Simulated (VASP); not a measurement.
Data:

```yaml
crystal:
  lattice:
    - [3.97946, 0.00000, 0.00000]
    - [0.00000, 3.97946, 0.00000]
    - [0.00000, 0.00000, 3.97946]
  atoms:
    - { symbol: K, position: [0.00000, 0.00000, 0.00000] }
    - { symbol: Zn, position: [0.50000, 0.50000, 0.50000] }
    - { symbol: F, position: [0.50000, 0.00000, 0.50000] }
    - { symbol: F, position: [0.00000, 0.50000, 0.50000] }
    - { symbol: F, position: [0.50000, 0.50000, 0.00000] }
```

Computed with LDA (Ceperley-Alder, Perdew-Zunger), VASP's LDA PAW potentials (set 64) (plane waves; VASP). Numerical set-up: 520 eV cut-off, 6×6×6 Γ-centred mesh, tetrahedra with Blöchl corrections, potentials K_sv Zn F.

### Question
What does the run give for the energy per atom (σ→0), band gap (on the k-mesh) with the smallest direct gap where there is one?

### Answer

```yaml
band gap (on the k-mesh): 3.74 eV
smallest direct gap (on the k-mesh): 5.85 eV
energy per atom (σ→0): -4.621 eV/atom
```

Only differences to runs with the same potentials and settings are physical.

The compound is KZnF3 in the cubic perovskite structure. It was relaxed first, which changed the volume by -5 %.
